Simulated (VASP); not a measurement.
# Ge (space group Fd-3m): computed properties

Computed with r2SCAN+rVV10, VASP's PBE PAW potentials (set 64) (plane waves; VASP).

* **space group**: Fd-3m (227)
* **cell**: a = 5.644 Å, b = 5.644 Å, c = 5.644 Å, α = 90.00°, β = 90.00°, γ = 90.00°
* **volume per atom**: 22.48 Å³/atom
* **band gap (over mesh and band path)**: 0.45 eV
* **smallest direct gap (over mesh and band path)**: 0.48 eV
* **band-edge character**: indirect, Γ to L
* **density**: 5.37 g/cm³

```
Ge
1.0
    0.00000     2.82211     2.82211
    2.82211     0.00000     2.82211
    2.82211     2.82211     0.00000
Ge
2
Direct
  0.00000   0.00000   0.00000
  0.25000   0.25000   0.25000
```

The structure comes from a measured Ge entry (Fd-3m) of the Crystallography Open Database, whose conditions weren't checked. It was relaxed first. Symmetry was kept, so distortions that lower it aren't found.
